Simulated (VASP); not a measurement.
Here is a VASP 6.6.1 calculation.

The input INCAR:

```
ALGO = Normal ; EDIFF = 1E-6
ENCUT = 520 ; ISIF = 2
ISMEAR = 0 ; LASPH = T
LCHARG = T ; LELF = T
LREAL = F ; LVHAR = T
LWAVE = F ; NBANDS = 28
NELM = 80 ; PREC = Accurate
SIGMA = 0.05
```

Contents of KPOINTS:

```
k-points
0
Gamma
  6 6 6
```

File POSCAR:

```
KCaF3
1.0
    4.4817260000      0.0000000000      0.0000000000
    0.0000000000      4.4817260000      0.0000000000
    0.0000000000      0.0000000000      4.4817260000
K Ca F
1 1 3
Direct
    0.5000000000      0.5000000000      0.5000000000
    0.0000000000      0.0000000000      0.0000000000
    0.0000000000      0.5000000000      0.0000000000
    0.0000000000      0.0000000000      0.5000000000
    0.5000000000      0.0000000000      0.0000000000
```

Potentials or basis: VASP PAW LDA potentials, release 64 (K_sv, Ca_sv, F).

The run is started by

```sh
$ cat potpaw_LDA.64/K_sv/POTCAR potpaw_LDA.64/Ca_sv/POTCAR potpaw_LDA.64/F/POTCAR > POTCAR
$ mpirun -np 1 vasp_std > vasp.out
```

(1) Predict the pressure.

(2) Estimate the band gap on the k mesh.

Results:

(1) -5.1 GPa.

(2) 5.79 eV, indirect (least direct gap 5.97 eV).
